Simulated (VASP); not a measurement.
# W (Tungsten) under strain, part 3 of 4

How does the pressure of W (Tungsten) answer to a change of volume? The bands are shown for each cell. All runs use r2SCAN. Left out of this account: at least 1 further run (fields: a reference on another mesh). The start is a cell from a database of measured crystal structures.

VASP 6.6.1; r2SCAN; plane waves and PAW (W).

Still holding for the runs below: Spin-orbit coupling is off here; it can split and shift levels that hold much weight on W by tenths of an eV or more.

So far, pressure (GPa): step 2 (bands, cell as listed) -9.12; step 3 (cell volume +4.0 %) -19.4; step 4 (cell volume +8.0 %) -27.7.

The starting crystal is not the ambient structure of W (bcc); it is a model or a phase of other conditions.

### Step 5. Bands, sheared, principal strains -2.2, +0.8, +1.5 %

The first cell is sheared at its own volume, which lowers its symmetry.

INCAR

```
SYSTEM = W
PREC = Accurate
ENCUT = 400
EDIFF = 1E-06
NELM = 100
ISMEAR = -1
SIGMA = 0.05
LREAL = .FALSE.
ALGO = Normal
METAGGA = R2SCAN
LASPH = .TRUE.
NBANDS = 44
LORBIT = 11
LWAVE = .FALSE.
LCHARG = .FALSE.
KPAR = 8
```

POSCAR

```
W
1.0
    5.0126520000     -0.0012820000      0.0793390000
   -0.0012820000      5.1221860000      0.0032850000
    0.0793390000      0.0032850000      5.1161610000
W
8
Direct
    0.0000000000      0.0000000000      0.0000000000
    0.5000000000      0.5000000000      0.5000000000
    0.0000000000      0.5000000000      0.2500000000
    0.0000000000      0.5000000000      0.7500000000
    0.2500000000      0.0000000000      0.5000000000
    0.7500000000      0.0000000000      0.5000000000
    0.5000000000      0.7500000000      0.0000000000
    0.5000000000      0.2500000000      0.0000000000
```

KPOINTS

```
Automatic mesh
0
Gamma
6 6 6
0 0 0
```

KPOINTS_OPT

```
Line mode
12
Line-mode
Reciprocal
 -0.50000000   0.00000000   0.00000000 X
  0.00000000   0.00000000   0.00000000 GAMMA

  0.00000000   0.00000000   0.00000000 GAMMA
  0.00000000   0.50000000   0.00000000 Y

 -0.50000000   0.50000000   0.00000000 L
  0.00000000   0.00000000   0.00000000 GAMMA

  0.00000000   0.00000000   0.00000000 GAMMA
  0.00000000  -0.50000000  -0.50000000 Z

 -0.50000000  -0.50000000  -0.50000000 N
  0.00000000   0.00000000   0.00000000 GAMMA

  0.00000000   0.00000000   0.00000000 GAMMA
  0.00000000   0.00000000  -0.50000000 M

 -0.50000000   0.00000000  -0.50000000 R
  0.00000000   0.00000000   0.00000000 GAMMA
```

PAW data sets: W (PBE family, release 64).

Started as:

```sh
$ mpirun -np 8 vasp_std
```

The program printed:

```text
[... set-up lines as in an earlier step ...]
 entering main loop
       N       E                     dE             d eps       ncg     rms          rms(c)
DAV:   1    -0.172162782289E+03   -0.17216E+03   -0.18128E+04  9936   0.826E+02
DAV:   2    -0.395805104046E+03   -0.22364E+03   -0.20342E+03 11656   0.245E+02
DAV:   3    -0.410649699160E+03   -0.14845E+02   -0.13867E+02 13612   0.500E+01
DAV:   4    -0.411061016934E+03   -0.41132E+00   -0.40671E+00 12764   0.934E+00
DAV:   5    -0.411070942241E+03   -0.99253E-02   -0.99079E-02 12996   0.123E+00    0.479E+01
DAV:   6    -0.411665586642E+03   -0.59464E+00   -0.11990E+00 10884   0.446E+00    0.285E+01
DAV:   7    -0.410866831001E+03    0.79876E+00   -0.36636E+00 12540   0.811E+00    0.530E+00
DAV:   8    -0.410713796280E+03    0.15303E+00   -0.40046E-01 13676   0.381E+00    0.240E+00
DAV:   9    -0.410727616193E+03   -0.13820E-01   -0.43924E-02 11844   0.944E-01    0.534E-01
DAV:  10    -0.410730905384E+03   -0.32892E-02   -0.11041E-02 12164   0.417E-01    0.884E-01
DAV:  11    -0.410730428836E+03    0.47655E-03   -0.21911E-03 11392   0.175E-01    0.213E-01
DAV:  12    -0.410730406194E+03    0.22642E-04   -0.53825E-05 14132   0.399E-02    0.147E-01
DAV:  13    -0.410730369585E+03    0.36609E-04   -0.38089E-05 12704   0.329E-02    0.298E-02
DAV:  14    -0.410730375021E+03   -0.54361E-05   -0.18577E-05 12060   0.193E-02    0.295E-02
DAV:  15    -0.410730374567E+03    0.45423E-06   -0.68173E-07  6272   0.438E-03
   1 F= -.41073037E+03 E0= -.41071947E+03  d E =-.218119E-01
 Start KPOINTS_OPT (optional k-point list driver)
k-point batch [1-84\84]
       N       E                     dE             ncg
DAV:   1     0.385399400778E+05   -0.90226E+04     7408
DAV:   2     0.194632690112E+05   -0.19077E+05     8936
DAV:   3     0.181828434220E+05   -0.12804E+04     9688
DAV:   4     0.181494780727E+05   -0.33365E+02     9428
DAV:   5     0.181486724476E+05   -0.80563E+00     9388
DAV:   6     0.181486416153E+05   -0.30832E-01     9860
DAV:   7     0.181486405524E+05   -0.10629E-02     9508
DAV:   8     0.181486405107E+05   -0.41739E-04     8180
DAV:   9     0.181486405083E+05   -0.23653E-05     6164
DAV:  10     0.181486405080E+05   -0.27922E-06     5312
```

It took 5.3 min on 8 MPI ranks of Intel Xeon Platinum 8488C (Sapphire Rapids), shared host; peak memory 5 GiB; 41 min of CPU time.

From OUTCAR (step 5):

```text
   k-points           NKPTS =    112   k-points in BZ     NKDIM =    112   number of bands    NBANDS=     44

   ENCUT  =  400.0 eV  29.40 Ry    5.42 a.u.   8.18  8.35  8.34*2*pi/ulx,y,z

   NELECT =      48.0000    total number of electrons

 E-fermi :   7.1119

 k-point     1 :       0.0000    0.0000    0.0000
  band No.  band energies     occupation
    ...
     21       5.4404      2.00000
     22       5.5339      2.00000
     23       6.5755      1.99996
     24       6.6702      1.99971
     25       6.6922      1.99955
     26       8.6528      0.00000
     27       8.6666      0.00000
     28       8.6952      0.00000
     29       8.7447      0.00000
     30       8.8165      0.00000
    ...

  Total       -2.3645551    -10.0689229     -9.5330751      0.0426164     -0.0987630     -2.5806625
  in kB      -28.8469397   -122.8381628   -116.3009638      0.5199082     -1.2048820    -31.4833913
  external PRESSURE =     -89.3286888 kB  Pullay stress =       0.0000000 kB

 POSITION                                       TOTAL-FORCE (eV/Angst)
 -----------------------------------------------------------------------------------
      0.00000      0.00000      0.00000        -0.000000     -0.000000      0.000000
      2.54535      2.56209      2.59939        -0.000000     -0.000000      0.000000
      0.01919      2.56191      1.28068        -0.074165      0.003109     -0.007931
      0.05886      2.56356      3.83876         0.074165     -0.003109      0.007931
      1.29283      0.00132      2.57792         0.000026      0.001302      0.068997
      3.79916      0.00068      2.61758        -0.000026     -0.001302     -0.068997
      2.50536      3.84100      0.04213         0.001310      0.001920      0.002977
      2.50601      1.27991      0.04049        -0.001310     -0.001920     -0.002977
 -----------------------------------------------------------------------------------
    total drift:                                0.000000      0.000000     -0.000000

  FREE ENERGIE OF THE ION-ELECTRON SYSTEM (eV)
  ---------------------------------------------------
  free  energy   TOTEN  =      -410.7303745667 eV

  energy  without entropy=     -410.7085626209  energy(sigma->0) =     -410.71946859

[... 1 part as in an earlier step ...]

[... 14 further parts left out ...]
```

The path and its labels are those of the sheared lattice, so a letter need not mean the same point as in the unstrained cell.

This step gave:

```
irreducible k-points    : 112
symmetry operations     : 2
free energy (TOTEN)     : -410.7304 eV
energy at zero smearing : -410.7195 eV
Fermi energy            : 7.112 eV
pressure                : -8.933 GPa
```

Electronic bands along the path, in eV, zero at the Fermi level; # counts the bands kept in this run:

```tsv
point	#22	#23	#24	#25	#26	#27	#28	#29
X	-1.23	-0.96	-0.96	0.49	0.51	0.60	0.61	1.27
0.55 of the way	-1.39	-0.64	-0.60	0.07	0.12	1.38	1.39	1.58
Γ	-1.58	-0.54	-0.44	-0.42	1.54	1.55	1.58	1.63
0.45 of the way	-1.34	-0.72	-0.52	0.01	0.20	1.29	1.37	1.68
Y	-1.20	-1.00	-0.95	0.61	0.63	0.65	0.77	1.09
jump to L	-0.91	-0.87	0.11	0.15	0.16	0.41	0.83	1.08
0.45 of the way	-1.34	-0.86	-0.66	0.48	0.61	0.85	1.24	1.39
Γ	-1.58	-0.54	-0.44	-0.42	1.54	1.55	1.58	1.63
0.45 of the way	-1.18	-1.09	-0.69	0.38	0.68	1.01	1.11	1.48
Z	-0.92	-0.91	0.24	0.28	0.30	0.50	0.93	1.04
jump to N	-1.59	-1.49	-1.48	1.27	1.27	1.34	1.35	1.36
0.45 of the way	-1.21	-0.84	-0.69	0.78	0.85	1.14	1.38	1.86
Γ	-1.58	-0.54	-0.44	-0.42	1.54	1.55	1.58	1.63
0.55 of the way	-1.24	-0.71	-0.63	0.00	0.17	1.15	1.18	1.62
M	-1.17	-1.01	-0.94	0.59	0.59	0.67	0.79	1.06
jump to R	-0.93	-0.85	0.06	0.15	0.17	0.39	0.82	1.09
0.45 of the way	-1.30	-0.77	-0.64	0.43	0.54	0.76	1.25	1.39
Γ	-1.58	-0.54	-0.44	-0.42	1.54	1.55	1.58	1.63
```

Force by atom:

```tsv
atom	x (eV/Å)	y (eV/Å)	z (eV/Å)	size
W1	0.0000	0.0000	0.0000	0.0000
W2	0.0000	0.0000	0.0000	0.0000
W3	-0.0742	0.0031	-0.0079	0.0747
W4	0.0742	-0.0031	0.0079	0.0747
W5	0.0000	0.0013	0.0690	0.0690
W6	0.0000	-0.0013	-0.0690	0.0690
W7	0.0013	0.0019	0.0030	0.0038
W8	-0.0013	-0.0019	-0.0030	0.0038
```

 The pressure is -8.93 GPa, and the symmetry operations fall from 48 to 2.

### Step 6. Bands, volume times 0.96

The cell is compressed evenly, with fractional positions held.

INCAR is that of step 5.

Changes to POSCAR since step 5:

```diff
@@ -2,5 +2,5 @@
 1.0
-    5.0126520000     -0.0012820000      0.0793390000
-   -0.0012820000      5.1221860000      0.0032850000
-    0.0793390000      0.0032850000      5.1161610000
+    5.0143023895      0.0000000000      0.0000000000
+    0.0000000000      5.0143023895      0.0000000000
+    0.0000000000      0.0000000000      5.0143023895
 W
```

KPOINTS is that of step 5.

KPOINTS_OPT

```
Line mode
12
Line-mode
Reciprocal
  0.00000000   0.00000000   0.00000000 GAMMA
  0.00000000   0.50000000   0.00000000 X

  0.00000000   0.50000000   0.00000000 X
  0.50000000   0.50000000   0.00000000 M

  0.50000000   0.50000000   0.00000000 M
  0.00000000   0.00000000   0.00000000 GAMMA

  0.00000000   0.00000000   0.00000000 GAMMA
  0.50000000   0.50000000   0.50000000 R

  0.50000000   0.50000000   0.50000000 R
  0.00000000   0.50000000   0.00000000 X

  0.50000000   0.50000000   0.00000000 M
  0.50000000   0.50000000   0.50000000 R
```

Started as:

```sh
$ mpirun -np 8 vasp_std
```

The program printed:

```text
[... set-up lines as in an earlier step ...]
 entering main loop
       N       E                     dE             d eps       ncg     rms          rms(c)
DAV:   1    -0.163718367165E+03   -0.16372E+03   -0.18303E+04  1776   0.830E+02
DAV:   2    -0.395583611489E+03   -0.23187E+03   -0.21053E+03  2112   0.251E+02
DAV:   3    -0.410550961505E+03   -0.14967E+02   -0.14000E+02  2388   0.510E+01
DAV:   4    -0.410945036860E+03   -0.39408E+00   -0.39087E+00  2300   0.937E+00
DAV:   5    -0.410954461729E+03   -0.94249E-02   -0.94126E-02  2260   0.118E+00    0.512E+01
DAV:   6    -0.411837831347E+03   -0.88337E+00   -0.10627E+00  1936   0.432E+00    0.309E+01
DAV:   7    -0.411032511154E+03    0.80532E+00   -0.32069E+00  2176   0.752E+00    0.505E+00
DAV:   8    -0.410907032709E+03    0.12548E+00   -0.32763E-01  2420   0.349E+00    0.221E+00
DAV:   9    -0.410917731617E+03   -0.10699E-01   -0.34712E-02  2048   0.819E-01    0.480E-01
DAV:  10    -0.410920683767E+03   -0.29521E-02   -0.93745E-03  2144   0.375E-01    0.872E-01
DAV:  11    -0.410920367825E+03    0.31594E-03   -0.17042E-03  1996   0.153E-01    0.198E-01
DAV:  12    -0.410920325544E+03    0.42280E-04   -0.33920E-05  2516   0.301E-02    0.984E-02
DAV:  13    -0.410920315163E+03    0.10381E-04   -0.32489E-05  1968   0.256E-02    0.293E-02
DAV:  14    -0.410920315417E+03   -0.25381E-06   -0.13460E-06  1380   0.547E-03
   1 F= -.41092032E+03 E0= -.41090905E+03  d E =-.225252E-01
 Start KPOINTS_OPT (optional k-point list driver)
k-point batch [1-20\72]
       N       E                     dE             ncg
DAV:   1     0.887379220776E+04   -0.25671E+04     1760
DAV:   2     0.420275372082E+04   -0.46710E+04     2084
DAV:   3     0.389460410404E+04   -0.30815E+03     2416
DAV:   4     0.388736816602E+04   -0.72359E+01     2184
DAV:   5     0.388722709401E+04   -0.14107E+00     2256
DAV:   6     0.388722233531E+04   -0.47587E-02     2216
DAV:   7     0.388722213293E+04   -0.20238E-03     2288
DAV:   8     0.388722212528E+04   -0.76508E-05     1904
DAV:   9     0.388722212489E+04   -0.39853E-06     1484
[...]
k-point batch [61-72\72]
       N       E                     dE             ncg
DAV:   1     0.130289567264E+05   -0.92982E+04     1056
DAV:   2     0.102633987706E+05   -0.27656E+04     1272
DAV:   3     0.100974046774E+05   -0.16599E+03     1420
DAV:   4     0.100933960930E+05   -0.40086E+01     1384
DAV:   5     0.100932869014E+05   -0.10919E+00     1396
DAV:   6     0.100932827341E+05   -0.41674E-02     1544
DAV:   7     0.100932826636E+05   -0.70477E-04     1388
DAV:   8     0.100932826616E+05   -0.19901E-05     1216
DAV:   9     0.100932826615E+05   -0.10466E-06      884
```

Wall time 2.5 min (8 MPI ranks); peak memory 2.4 GiB.

From OUTCAR (step 6):

```text
   ENCUT  =  400.0 eV  29.40 Ry    5.42 a.u.   8.18  8.18  8.18*2*pi/ulx,y,z

   NELECT =      48.0000    total number of electrons

 E-fermi :   7.5615

 k-point     1 :       0.0000    0.0000    0.0000
  band No.  band energies     occupation
    ...
     21       5.8515      2.00000
     22       5.8516      2.00000
     23       7.0256      1.99996
     24       7.0256      1.99996
     25       7.0256      1.99996
     26       9.2540      0.00000
     27       9.2540      0.00000
     28       9.2540      0.00000
     29       9.3157      0.00000
     30       9.3157      0.00000
    ...

  Total        2.8012172      2.8012172      2.8012172      0.0000000      0.0000000     -0.0000000
  in kB       35.5980172     35.5980172     35.5980172      0.0000000      0.0000000     -0.0000000
  external PRESSURE =      35.5980172 kB  Pullay stress =       0.0000000 kB

 POSITION                                       TOTAL-FORCE (eV/Angst)
 -----------------------------------------------------------------------------------
      0.00000      0.00000      0.00000        -0.000000     -0.000000      0.000000
      2.50715      2.50715      2.50715        -0.000000     -0.000000      0.000000
      0.00000      2.50715      1.25358        -0.000000      0.000000      0.000000
      0.00000      2.50715      3.76073        -0.000000      0.000000     -0.000000
      1.25358      0.00000      2.50715        -0.000000     -0.000000     -0.000000
      3.76073      0.00000      2.50715         0.000000     -0.000000      0.000000
      2.50715      3.76073      0.00000        -0.000000     -0.000000     -0.000000
      2.50715      1.25358      0.00000         0.000000      0.000000      0.000000
 -----------------------------------------------------------------------------------
    total drift:                                0.000000      0.000000     -0.000000

  FREE ENERGIE OF THE ION-ELECTRON SYSTEM (eV)
  ---------------------------------------------------
  free  energy   TOTEN  =      -410.9203154172 eV

  energy  without entropy=     -410.8977901777  energy(sigma->0) =     -410.90905280

[... 5 parts as in an earlier step ...]

[... 11 further parts left out ...]
```

Numbers from this step:

```
SCF cycles              : 14
irreducible k-points    : 20
symmetry operations     : 48
free energy (TOTEN)     : -410.9203 eV
energy at zero smearing : -410.9091 eV
Fermi energy            : 7.561 eV
pressure                : 3.560 GPa
```

Electronic bands along the path, in eV, zero at the Fermi level; # counts the bands kept in this run:

```tsv
point	#21	#22	#23	#24	#25	#26	#27	#28
Γ	-1.71	-1.71	-0.54	-0.54	-0.54	1.69	1.69	1.69
0.45 of the way	-1.52	-1.47	-0.66	-0.66	-0.02	0.18	1.40	1.40
X	-1.31	-1.31	-1.07	-1.07	0.58	0.58	0.73	0.73
0.45 of the way	-1.31	-1.24	-0.77	-0.26	0.14	0.33	0.72	0.85
M	-1.37	-1.01	-1.01	0.19	0.19	0.20	0.48	0.96
0.45 of the way	-1.50	-1.40	-0.89	-0.65	0.41	0.61	0.78	1.33
Γ	-1.71	-1.71	-0.54	-0.54	-0.54	1.69	1.69	1.69
0.45 of the way	-1.16	-1.16	-0.92	-0.92	0.91	0.91	0.91	1.43
R	-1.60	-1.60	-1.60	-1.60	1.39	1.39	1.39	1.39
0.45 of the way	-1.42	-1.42	-0.43	-0.43	0.56	0.56	1.40	1.40
X	-1.31	-1.31	-1.07	-1.07	0.58	0.58	0.73	0.73
jump to M	-1.37	-1.01	-1.01	0.19	0.19	0.20	0.48	0.96
0.45 of the way	-1.41	-1.41	-1.32	0.37	0.43	0.72	1.10	1.10
R	-1.60	-1.60	-1.60	-1.60	1.39	1.39	1.39	1.39
```

 The pressure is 3.56 GPa.

Between step 2 and this run (cell volume -4.0 %) the value for the pressure moves from -9.12 GPa to 3.56 GPa.

(Part 3 of 4 ends here.)

[Lines on the potential files, build, host, timing and source positions are cut from VASP's logs without a mark.]

[Logs are printed without paths, hosts, clocks, repeated set-up lines and the standing remarks that a program may print on its own settings, such as how far it seeks lower states.]

[Hosts, paths, dates, database ids (printed as entryN), source tags and the programs' standing remarks are cut or masked in the printed files.]

[A measured line is paired with the nearest computed mode of its activity, which favours agreement.]

[In band tables of VASP the shares of atoms and orbitals are scaled to a sum of 1 inside the atoms' spheres.]
